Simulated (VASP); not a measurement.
A convergence study with VASP on SnTe (rock salt): one setting is varied, all else stays as given below, so the limit is that of these other settings. The cell's lengths are 1 % over those of the tabulated start and one atom is moved, so it is off equilibrium.

```yaml
crystal:
  lattice:
    - [0.00000, 3.19160, 3.19160]
    - [3.19160, 0.00000, 3.19160]
    - [3.19160, 3.19160, 0.00000]
  atoms:
    - { symbol: Sn, position: [0.00000, 0.00000, 0.00000] }
    - { symbol: Te, position: [0.49051, 0.50949, 0.50949] }
```

Level of theory: LDA (Ceperley-Alder, Perdew-Zunger), VASP's LDA PAW potentials (set 64) (plane waves; VASP). The tightest run used: 1000 eV cut-off, 8×8×8 Γ-centred mesh, Gaussian smearing of 0.050 eV, potentials Sn_d Te.

Unless said otherwise, spin-orbit coupling is left out, though it shifts the bands of the heavy elements here. Gaps are read on the run's mesh, which can miss a band edge.

```json
[
 {"setting": "ENCUT = 150", "E (eV/atom)": "-2.4370", "pressure (GPa)": "-106.72", "largest force (eV/Å)": "0.049", "gap on the mesh (eV)": "0.167", "plane waves": "290"},
 {"setting": "ENCUT = 200", "E (eV/atom)": "-4.3421", "pressure (GPa)": "-10.89", "largest force (eV/Å)": "0.039", "gap on the mesh (eV)": "0.150", "plane waves": "444"},
 {"setting": "ENCUT = 250", "E (eV/atom)": "-4.3947", "pressure (GPa)": "-3.02", "largest force (eV/Å)": "0.040", "gap on the mesh (eV)": "0.150", "plane waves": "604"},
 {"setting": "ENCUT = 300", "E (eV/atom)": "-4.3947", "pressure (GPa)": "-3.12", "largest force (eV/Å)": "0.039", "gap on the mesh (eV)": "0.150", "plane waves": "778"},
 {"setting": "ENCUT = 350", "E (eV/atom)": "-4.3944", "pressure (GPa)": "-3.11", "largest force (eV/Å)": "0.039", "gap on the mesh (eV)": "0.150", "plane waves": "982"}
]
```

These are the cheaper rows. Estimate the results at ENCUT = 1000, and how far the last row shown lies from them.

```tsv
quantity	tightest run	last row shown is off by
E (eV/atom)	-4.3952	0.0008
pressure (GPa)	-2.92	-0.19
largest force (eV/Å)	0.039	0.000
gap on the mesh (eV)	0.150	0.000
```

Left out are rungs that failed or repeat a setting and relaxations that didn't move; long series are thinned to 24 rows.

The compound is SnTe in the rock salt structure, which distorts at low temperature. The cell was not relaxed at this level, it is distorted from the ideal structure.
